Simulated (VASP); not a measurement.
# NbTe (P-6m2) in VASP: a series of runs

One crystal, NbTe, is run at these levels: PBE+D4; tasks: single point.

Everything below comes from runs of VASP 6.6.1. Logs are shortened: lines on timing, memory, paths and dates and some standing lists are left out, and cuts for length are marked.

### Step 1. Starting point

The structure is hexagonal, space group P-6m2 (No. 187). The conventional cell has a = 3.703 Å, b = 3.703 Å, c = 3.694 Å, α = 90.00°, β = 90.00°, γ = 120.00°. Nb (site symmetry -6m2) is surrounded by 6 Te at 2.83 Å. Te (site symmetry -6m2) has 6 Nb at 2.83 Å as nearest neighbours.

The cell comes from a database or a generator and needn't be the stable form of this composition.

### Step 2. Single point, PBE+D4

Input file INCAR:

```
PREC = Accurate
ENCUT = 520
EDIFF = 1E-7
ISMEAR = 1
SIGMA = 0.1
LREAL = False
LASPH = True
NELM = 100
ALGO = Normal
ISIF = 2
LWAVE = False
LCHARG = True
GGA = PE
IVDW = 13
LELF = True
LVHAR = True
NBANDS = 16
```

Input file KPOINTS:

```
Automatic mesh
0
Gamma
  9 9 8
```

Input file POSCAR:

```
NbTe
1.0
    3.7029700000      0.0000000000      0.0000000000
   -1.8514900000      3.2068700000      0.0000000000
    0.0000000000      0.0000000000      3.6942100000
Nb Te
1 1
Direct
    0.0000000000      0.0000000000      0.5000000000
    0.6666666667      0.3333333333      0.0000000000
```

Potentials or basis: VASP PAW PBE potentials, release 64 (Nb_sv, Te).

Command:

```console
$ cat potpaw_PBE.64/Nb_sv/POTCAR potpaw_PBE.64/Te/POTCAR > POTCAR
$ mpirun -np 1 vasp_std > vasp.out
```

OUTCAR:

```text
PREC = Accurate
   ENCUT = 520
   EDIFF = 1E-7
   ISMEAR = 1
   LREAL = False
   LASPH = True
   NELM = 100
   ISIF = 2
   GGA = PE
   IVDW = 13

 ion  position               nearest neighbor table
   1  0.000  0.000  0.500-   2 2.83   2 2.83   2 2.83   2 2.83   2 2.83   2 2.83
   2  0.667  0.333  0.000-   1 2.83   1 2.83   1 2.83   1 2.83   1 2.83   1 2.83

  LATTYP: Found a hexagonal cell.
 ALAT       =     3.7029700000
 C/A-ratio  =     0.9976343314

  Lattice vectors:

 A1 = (   3.7029700000,   0.0000000000,   0.0000000000)
 A2 = (  -1.8514900000,   3.2068700000,   0.0000000000)
 A3 = (   0.0000000000,   0.0000000000,   3.6942100000)

Analysis of symmetry for initial positions (statically):
=====================================================================
 Subroutine PRICEL returns:
 Original cell was already a primitive cell.

 Routine SETGRP: Setting up the symmetry group for a
 hexagonal supercell.

 Subroutine GETGRP returns: Found 12 space group operations
 (whereof 12 operations were pure point group operations)
 out of a pool of 24 trial point group operations.

The static configuration has the point symmetry D_3h.

Analysis of symmetry for dynamics (positions and initial velocities):
=====================================================================
 Subroutine PRICEL returns:
 Original cell was already a primitive cell.

 Routine SETGRP: Setting up the symmetry group for a
 hexagonal supercell.

 Subroutine GETGRP returns: Found 12 space group operations
 (whereof 12 operations were pure point group operations)
 out of a pool of 24 trial point group operations.

The dynamic configuration has the point symmetry D_3h.

 Subroutine INISYM returns: Found 12 space group operations
 (whereof 12 operations are pure point group operations),
 and found     1 'primitive' translations

----------------------------------------------------------------------------------------

                                     Primitive cell

  volume of cell :      43.8685

  direct lattice vectors                    reciprocal lattice vectors
     3.702970000  0.000000000  0.000000000     0.270053498  0.155915690  0.000000000
    -1.851490000  3.206870000  0.000000000     0.000000000  0.311830539  0.000000000
     0.000000000  0.000000000  3.694210000     0.000000000  0.000000000  0.270693870

  length of vectors
     3.702970000  3.702975887  3.694210000     0.311831035  0.311830539  0.270693870

  position of ions in fractional coordinates (direct lattice)
     0.000000000  0.000000000  0.500000000
     0.666666667  0.333333333  0.000000000

  ion indices of the primitive-cell ions
   primitive index   ion index
                 1           1
                 2           2

----------------------------------------------------------------------------------------

 KPOINTS: Automatic mesh

Automatic generation of k-mesh.
 Grid dimensions read from file:
 generate k-points for:    9    9    8

 Generating k-lattice:

  Cartesian coordinates                     Fractional coordinates (reciprocal lattice)
     0.030005944  0.017323966  0.000000000     0.111111111  0.000000000  0.000000000
     0.000000000  0.034647838  0.000000000     0.000000000  0.111111111  0.000000000
     0.000000000  0.000000000  0.033836734     0.000000000  0.000000000  0.125000000

  Length of vectors
     0.034647893  0.034647838  0.033836734

  Shift w.r.t. Gamma in fractional coordinates (k-lattice)
     0.000000000  0.000000000  0.000000000

 Subroutine IBZKPT returns following result:
 ===========================================

 Found     60 irreducible k-points:

 Following reciprocal coordinates:
            Coordinates               Weight
  0.000000  0.000000  0.000000      1.000000
  0.111111 -0.000000  0.000000      6.000000
  0.222222  0.000000  0.000000      6.000000
  0.333333  0.000000  0.000000      6.000000
  0.444444  0.000000  0.000000      6.000000
  0.111111  0.111111  0.000000      6.000000
[... 16 lines left out ...]
  0.333333  0.222222  0.125000     24.000000
  0.333333  0.333333  0.125000      4.000000
 [... further k-points ...]
   k-points           NKPTS =     60   k-points in BZ     NKDIM =     60   number of bands    NBANDS=     16
   number of dos      NEDOS =    301   number of ions     NIONS =      2
   total plane-waves  NPLWV =  21952
   dimension x,y,z NGX =    28 NGY =   28 NGZ =   28
   dimension x,y,z NGXF=    56 NGYF=   56 NGZF=   56
   ions per type =               1   1
   NGX,Y,Z   is equivalent  to a cutoff of  12.57, 12.57, 12.60 a.u.
   NGXF,Y,Z  is equivalent  to a cutoff of  25.14, 25.14, 25.20 a.u.
 SYSTEM =  unknown system
   PREC   = accura    normal or accurate (medium, high low for compatibility)
   ISTART =      0    job   : 0-new  1-cont  2-samecut
   ICHARG =      2    charge: 1-file 2-atom 10-const
   ISPIN  =      1    spin polarized calculation?
   LNONCOLLINEAR =      F non collinear calculations
   LSORBIT =      F    spin-orbit coupling
   LASPH  =      T    aspherical Exc in radial PAW
   ENCUT  =  520.0 eV  38.22 Ry    6.18 a.u.   6.89  6.89  6.87*2*pi/ulx,y,z
   NELM   =    100;   NELMIN=  2; NELMDL= -5     # of ELM steps
   EDIFF  = 0.1E-06   stopping-criterion for ELM
   LREAL  =      F    real-space projection
   EDIFFG = 0.1E-05   stopping-criterion for IOM
   NSW    =      0    number of steps for IOM
   IBRION =     -1    ionic relax: 0-MD 1-quasi-New 2-CG
   NFREE  =      0    steps in history (QN), initial steepest desc. (CG)
   ISIF   =      2    stress and relaxation
   ISYM   =      2    0-nonsym 1-usesym 2-fastsym
   POTIM  = 0.5000    time-step for ionic-motion
   TEBEG  =    0.0;   TEEND  =   0.0 temperature during run
   PSTRESS=    0.0 pullay stress
   NELECT =      19.0000    total number of electrons
   NUPDOWN=      -1.0000    fix difference up-down
   EMIN   =  10.00;   EMAX   =-10.00  energy-range for DOS
   EFERMI =   0.00;   METHOD = LEGACY
   ISMEAR =     1;   SIGMA  =   0.10  broadening in eV -4-tet -1-fermi 0-gaus
   EFERMI_NEDOS =   21; number of points for ismear=-14 and -15
   IALGO  =     38    algorithm
   IMIX   =      4    mixing-type and parameters
     AMIX     =   0.40;   BMIX     =  1.00
     AMIX_MAG =   1.60;   BMIX_MAG =  1.00
  volume/ion in A,a.u.               =      21.93       148.02
  Fermi-wavevector in a.u.,A,eV,Ry     =   1.238630  2.340672 20.874122  1.534205
  Thomas-Fermi vector in A             =   2.373147
   LORBIT       =      0    0 simple, 1 ext, 2 COOP (PROOUT), +10 PAW based schemes
   GGA     = PE    functional components
   LHFCALC =     F    Hartree Fock is set to
   AEXX    =    0.0000 exact exchange contribution
   IVDW    =    13    specifies the selected vdW correction
   LEPSILON=     F    determine dielectric tensor
   LRPA    =     F    only Hartree local field effects (RPA)
 non-spin polarized calculation
 Methfessel and Paxton  Order N= 1 SIGMA  =   0.10
  energy-cutoff  :      520.00
  volume of cell :       43.87
 maximum number of plane-waves:      1194
 NGX is ok and might be reduce to    28
   NGX = 13   NGY = 13   NGZ = 13

 number of electron      18.9999997 magnetization

 Free energy of the ion-electron system (eV)
  ---------------------------------------------------
  ext. energy  EPLUGINS =         0.00000000
  ---------------------------------------------------
  free energy    TOTEN  =       -13.63161780 eV

  energy without entropy =      -13.63145753  energy(sigma->0) =      -13.63156438

 E-fermi :  10.9873     XC(G=0): -11.2770

 val. band max:       10.9784064262   @ k =   0.3333   0.0000   0.1250
 cond. band min:      11.0105265118   @ k =   0.1111   0.1111   0.0000
 fundamental gap:      0.0321200856
 Fermi energy:        10.9873235311

 k-point     1 :       0.0000    0.0000    0.0000
  band No.  band energies     occupation
      1     -44.5720      2.00000
      2     -20.7485      2.00000
      3     -20.5811      2.00000
      4     -20.5811      2.00000
      5      -3.2083      2.00000
      6       7.8769      2.00000
[... 8 lines left out ...]
     15      16.9484      0.00000
     16      18.0397      0.00000

 k-point     2 :       0.1111   -0.0000    0.0000
  band No.  band energies     occupation
      1     -44.5710      2.00000
      2     -20.7459      2.00000
      3     -20.5968      2.00000
      4     -20.5848      2.00000
      5      -3.0592      2.00000
      6       7.2196      2.00000
[... 8 lines left out ...]
     15      16.8052      0.00000
     16      18.6547      0.00000

 k-point     3 :       0.2222    0.0000    0.0000
  band No.  band energies     occupation
      1     -44.5684      2.00000
      2     -20.7393      2.00000
      3     -20.6364      2.00000
      4     -20.5942      2.00000
      5      -2.6441      2.00000
      6       6.0218      2.00000
[... 8 lines left out ...]
     15      17.5671      0.00000
     16      19.3634      0.00000

 k-point     4 :       0.3333    0.0000    0.0000
  band No.  band energies     occupation
      1     -44.5655      2.00000
      2     -20.7318      2.00000
      3     -20.6809      2.00000
      4     -20.6048      2.00000
      5      -2.0779      2.00000
      6       4.7921      2.00000
[... 8 lines left out ...]
     15      17.8546      0.00000
     16      19.7006      0.00000
[... 324 lines left out ...]
 k-point    22 :       0.2222    0.2222    0.1250
  band No.  band energies     occupation
      1     -44.5634      2.00000
      2     -20.7433      2.00000
      3     -20.6811      2.00000
      4     -20.6239      2.00000
      5      -1.7284      2.00000
      6       4.8597      2.00000
[... 8 lines left out ...]
     15      17.7949      0.00000
     16      19.3274      0.00000

 k-point    23 :       0.3333    0.2222    0.1250
  band No.  band energies     occupation
      1     -44.5620      2.00000
      2     -20.7391      2.00000
      3     -20.6917      2.00000
      4     -20.6404      2.00000
      5      -1.3856      2.00000
      6       4.4934      2.00000
[... 8 lines left out ...]
     15      17.9104      0.00000
     16      19.2992      0.00000

 k-point    24 :       0.3333    0.3333    0.1250
  band No.  band energies     occupation
      1     -44.5614      2.00000
      2     -20.7376      2.00000
      3     -20.6808      2.00000
      4     -20.6608      2.00000
      5      -1.2648      2.00000
      6       4.7722      2.00000
[... 8 lines left out ...]
     15      18.1650      0.00000
     16      18.3618      0.00000

 [... further k-points ...]

------------------------ aborting loop because EDIFF is reached ----------------------------------------

  DFT-D4 for vdW energy calculation

  Edisp (eV):   -0.95406

  FORCE on cell =-STRESS in cart. coord.  units (eV):
  Direction    XX          YY          ZZ          XY          YZ          ZX
  --------------------------------------------------------------------------------------
  -------------------------------------------------------------------------------------
  Total      -1.18055    -1.18055    -0.99939     0.00000    -0.00000     0.00000
  in kB     -43.11622   -43.11632   -36.50001     0.00007    -0.00000     0.00000
  external pressure =      -40.91 kB  Pullay stress =        0.00 kB

 VOLUME and BASIS-vectors are now :
 -----------------------------------------------------------------------------
  energy-cutoff  :      520.00
  volume of cell :       43.87
      direct lattice vectors                 reciprocal lattice vectors
     3.702970000  0.000000000  0.000000000     0.270053498  0.155915690  0.000000000
    -1.851490000  3.206870000  0.000000000     0.000000000  0.311830539  0.000000000
     0.000000000  0.000000000  3.694210000     0.000000000  0.000000000  0.270693870

 POSITION                                       TOTAL-FORCE (eV/Angst)
 -----------------------------------------------------------------------------------
      0.00000      0.00000      1.84710        -0.000000      0.000000      0.000000
      1.85148      1.06896      0.00000         0.000000      0.000000      0.000000
 -----------------------------------------------------------------------------------
    total drift:                               -0.000078     -0.000061      0.000000

  FREE ENERGIE OF THE ION-ELECTRON SYSTEM (eV)
  ---------------------------------------------------
  free  energy   TOTEN  =       -14.5856748831 eV

  energy  without entropy=      -14.5855146122  energy(sigma->0) =      -14.58562146
```

Wall time 24 s (1 thread of Intel Xeon Platinum 8488C (Sapphire Rapids), shared host); peak memory 0.18 GiB.

What came out:

```
Free energy                : -14.5857 eV
Pressure                   : -4.1 GPa
Band gap on the k mesh     : none (metal or under the smearing width)
Dispersion energy per atom : -0.477 eV
```

Caveat: pairwise dispersion overbinds metals, which lowers pressure and volume.

### Step 3. Single point, PBE+D4

Input file INCAR:

```
SYSTEM = NbTe
PREC = Accurate ; ENCUT = 520
EDIFF = 1E-7 ; ISMEAR = 1
SIGMA = 0.1 ; LREAL = .FALSE.
LASPH = .TRUE. ; NELM = 100
ALGO = Normal ; ISIF = 2
LWAVE = .FALSE. ; LCHARG = .FALSE.
GGA = PE ; IVDW = 13
NBANDS = 16
```

Input file KPOINTS:

```
Automatic mesh
0
G
  9 9 8
  0 0 0
```

POSCAR is that of step 2.

Potentials or basis: VASP PAW PBE potentials, release 64 (Nb_sv, Te).

Command:

```console
$ cat potpaw_PBE.64/Nb_sv/POTCAR potpaw_PBE.64/Te/POTCAR > POTCAR
$ mpirun -np 1 vasp_std > vasp.out
```

OUTCAR:

```text
SYSTEM = NbTe
   PREC = Accurate
   ENCUT = 520
   EDIFF = 1E-7
   ISMEAR = 1
   LREAL = .FALSE.
   LASPH = .TRUE.
   NELM = 100
   ISIF = 2
   GGA = PE
   IVDW = 13

 ion  position               nearest neighbor table
   1  0.000  0.000  0.500-   2 2.83   2 2.83   2 2.83   2 2.83   2 2.83   2 2.83
   2  0.667  0.333  0.000-   1 2.83   1 2.83   1 2.83   1 2.83   1 2.83   1 2.83

  LATTYP: Found a hexagonal cell.
 ALAT       =     3.7029700000
 C/A-ratio  =     0.9976343314

  Lattice vectors:

 A1 = (   3.7029700000,   0.0000000000,   0.0000000000)
[... 645 lines left out ...]

  DFT-D4 for vdW energy calculation

  Edisp (eV):   -0.95406

  FORCE on cell =-STRESS in cart. coord.  units (eV):
  Direction    XX          YY          ZZ          XY          YZ          ZX
  --------------------------------------------------------------------------------------
  -------------------------------------------------------------------------------------
  Total      -1.18055    -1.18055    -0.99939     0.00000    -0.00000     0.00000
  in kB     -43.11622   -43.11632   -36.50001     0.00007    -0.00000     0.00000
  external pressure =      -40.91 kB  Pullay stress =        0.00 kB

 VOLUME and BASIS-vectors are now :
 -----------------------------------------------------------------------------
  energy-cutoff  :      520.00
  volume of cell :       43.87
      direct lattice vectors                 reciprocal lattice vectors
     3.702970000  0.000000000  0.000000000     0.270053498  0.155915690  0.000000000
    -1.851490000  3.206870000  0.000000000     0.000000000  0.311830539  0.000000000
     0.000000000  0.000000000  3.694210000     0.000000000  0.000000000  0.270693870

 POSITION                                       TOTAL-FORCE (eV/Angst)
 -----------------------------------------------------------------------------------
      0.00000      0.00000      1.84710        -0.000000      0.000000      0.000000
      1.85148      1.06896      0.00000         0.000000      0.000000      0.000000
 -----------------------------------------------------------------------------------
    total drift:                               -0.000078     -0.000061      0.000000

  FREE ENERGIE OF THE ION-ELECTRON SYSTEM (eV)
  ---------------------------------------------------
  free  energy   TOTEN  =       -14.5856748831 eV

  energy  without entropy=      -14.5855146122  energy(sigma->0) =      -14.58562146
```

OSZICAR:

```text
N       E                     dE             d eps       ncg     rms          rms(c)
DAV:   1     0.146248834093E+03    0.14625E+03   -0.95451E+03  1920   0.109E+03
DAV:   2    -0.397892194783E+01   -0.15023E+03   -0.14668E+03  2440   0.362E+02
DAV:   3    -0.138346211734E+02   -0.98557E+01   -0.97247E+01  3560   0.693E+01
DAV:   4    -0.140520929142E+02   -0.21747E+00   -0.21731E+00  2280   0.996E+00
DAV:   5    -0.140596668620E+02   -0.75739E-02   -0.75729E-02  3176   0.191E+00    0.699E+00
DAV:   6    -0.136561772012E+02    0.40349E+00   -0.13538E+00  2960   0.980E+00    0.306E+00
DAV:   7    -0.136373369147E+02    0.18840E-01   -0.69639E-02  2304   0.193E+00    0.163E+00
DAV:   8    -0.136314643198E+02    0.58726E-02   -0.20183E-02  2792   0.968E-01    0.211E-01
DAV:   9    -0.136315594739E+02   -0.95154E-04   -0.18511E-03  2640   0.328E-01    0.132E-01
DAV:  10    -0.136316245704E+02   -0.65096E-04   -0.29565E-04  2768   0.173E-01    0.184E-02
DAV:  11    -0.136316189487E+02    0.56217E-05   -0.24872E-05  2792   0.502E-02    0.158E-02
DAV:  12    -0.136316177360E+02    0.12127E-05   -0.16519E-06  2488   0.121E-02    0.218E-03
DAV:  13    -0.136316179531E+02   -0.21715E-06   -0.11856E-07  1816   0.296E-03    0.696E-04
DAV:  14    -0.136316178074E+02    0.14569E-06   -0.26395E-08  1504   0.220E-03    0.336E-04
DAV:  15    -0.136316178015E+02    0.58665E-08   -0.45074E-09  1368   0.742E-04
   1 F= -.14585675E+02 E0= -.14585621E+02  d E =-.160271E-03
```

It took 27 s on 1 thread of Intel Xeon Platinum 8488C (Sapphire Rapids), shared host; peak memory 0.18 GiB.

What came out:

```
Free energy                : -14.5857 eV
Pressure                   : -4.1 GPa
Band gap on the k mesh     : none (metal or under the smearing width)
Dispersion energy per atom : -0.477 eV
```

Levels at points of the mesh, in eV from the Fermi level:
| k point | band 5 | band 6 | band 7 | band 8 | band 9 | band 10 | band 11 | band 12 | band 13 | band 14 |
| --- | --- | --- | --- | --- | --- | --- | --- | --- | --- | --- |
| (0.00, 0.00, 0.00) | -14.20 | -3.11 | -3.11 | -2.95 | -2.29 | 0.17 | 0.17 | 2.48 | 2.48 | 2.90 |
| (0.00, 0.00, 0.50) | -12.85 | -7.50 | -2.57 | -2.57 | -0.94 | -0.94 | 0.71 | 1.69 | 1.69 | 5.33 |

Caveat: pairwise dispersion overbinds metals, which lowers pressure and volume. Spin-orbit coupling is left out, which matters for the levels of Te.
